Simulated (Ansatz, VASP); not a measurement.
## BeZn3Se4: VASP beside Ansatz

File INCAR:

```
SYSTEM = BeZn3Se4
  PREC = Accurate
  ENCUT = 520
  EDIFF = 1E-6
  ISMEAR = 0
  SIGMA = 0.1
  LREAL = .False.
  LASPH = .True.
  NELM = 80
  ALGO = Normal
  ISIF = 2
  LWAVE = .False.
  LCHARG = .False.
  GGA = PE
  NBANDS = 41
```

The input KPOINTS:

```
Automatic mesh
0
Gamma
  4 4 4
  0 0 0
```

Contents of POSCAR:

```
BeZn3Se4
1.0
    5.5952126591      0.0000000000      0.0000000000
    0.0000000000      5.5952126591      0.0000000000
   -2.7976063296     -2.7976063296      5.5774432735
Be Zn Se
1 3 4
Direct
    0.0000000000      0.0000000000      0.0000000000
    0.7500000000      0.2500000000      0.5000000000
    0.2500000000      0.7500000000      0.5000000000
    0.5000000000      0.5000000000      0.0000000000
    0.8850897086      0.3508388706      0.2359285792
    0.1149102914      0.1149102914      0.7640714208
    0.6491611294      0.6491611294      0.7640714208
    0.3508388706      0.8850897086      0.2359285792
```

Input for Ansatz:

```yaml
crystal:
  lattice:
    - [5.5952126591, 0.0, 0.0]
    - [0.0, 5.5952126591, 0.0]
    - [-2.7976063296, -2.7976063296, 5.5774432735]
  atoms:
    - { symbol: Be, position: [0.0, 0.0, 0.0] }
    - { symbol: Zn, position: [0.75, 0.25, 0.5] }
    - { symbol: Zn, position: [0.25, 0.75, 0.5] }
    - { symbol: Zn, position: [0.5, 0.5, 0.0] }
    - { symbol: Se, position: [0.8850897086, 0.3508388706, 0.2359285792] }
    - { symbol: Se, position: [0.1149102914, 0.1149102914, 0.7640714208] }
    - { symbol: Se, position: [0.6491611294, 0.6491611294, 0.7640714208] }
    - { symbol: Se, position: [0.3508388706, 0.8850897086, 0.2359285792] }
basis:
  ecutwfc: 420
kpoints:
  mp_grid: { grid: [4, 4, 4] }
hamiltonian:
  xc: pbe
scf:
  occupations: { method: gaussian, width: 0.1 }
  lower_state_search: "off"
output:
  forces: true
  stress: true
  eigenvalues: true
```

Alike in both runs: task single point; functional PBE; k mesh 4 × 4 × 4; occupations gaussian, width 0.1 eV; no spin polarisation.

```csv
,VASP,Ansatz
version,VASP 6.6.1,Ansatz 0.2.0
potentials or method,"VASP PAW PBE potentials, release 64 (Be, Zn, Se)","scalar-relativistic, plane waves, PAW"
plane-wave cutoff (eV),520,420
valence electrons in the cell,62,102
```

VASP gave:

- gap on the k mesh at the Fermi level (eV): 1.74
- least direct gap on the mesh (eV): 1.74
- pressure (GPa): 0.2
- rms of the force components (eV/Å): 0.004

Problem. Which values does Ansatz return?

Solution. gap on the k mesh at the Fermi level (eV): 1.74; least direct gap on the mesh (eV): 1.74; pressure (GPa): 0.0; rms of the force components (eV/Å): 0.001.

Atom by atom the forces differ by 0.004 eV/Å (rms over components). With one functional, cell and mesh, what is left measures potentials, basis and numerics. The two sets of potentials don't hold the same shells in valence.
